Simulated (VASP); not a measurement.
A convergence study with VASP on C (diamond): one setting is varied, all else stays as given below, so the limit is that of these other settings. Each run relaxes cell and ions from the cell shown.

```yaml
crystal:
  lattice:
    - [0.00000, 1.78350, 1.78350]
    - [1.78350, 0.00000, 1.78350]
    - [1.78350, 1.78350, 0.00000]
  atoms:
    - { symbol: C, position: [0.00000, 0.00000, 0.00000] }
    - { symbol: C, position: [0.25000, 0.25000, 0.25000] }
```

These are PBE GGA, VASP's PBE PAW potentials (set 64) (plane waves; VASP 6.6.1) values and carry that method's errors. The tightest run used: 700 eV cut-off, 17×17×17 Γ-centred mesh, Gaussian smearing of 0.050 eV, potentials C.

Gaps are read on the run's mesh, which can miss a band edge.

| setting | relaxed volume (Å³/atom) | E (eV/atom) | gap on the mesh (eV) | irreducible k-points |
|---|---|---|---|---|
| 2×2×2 mesh | 6.105 | -7.5427 | 4.425 | 3 |
| 3×3×3 mesh | 5.760 | -8.8097 | 4.079 | 4 |
| 4×4×4 mesh | 5.706 | -9.0319 | 4.419 | 8 |

Problem. These are the cheaper rows. Estimate the results at 17×17×17 mesh, and how far the last row shown lies from them.

Solution. 
```tsv
quantity	tightest run	last row shown is off by
relaxed volume (Å³/atom)	5.692	0.015
E (eV/atom)	-9.0982	0.0663
gap on the mesh (eV)	4.126	0.293
```

Left out are rungs that failed or repeat a setting and relaxations that didn't move; long series are thinned to 24 rows.

The compound is C in the diamond structure.
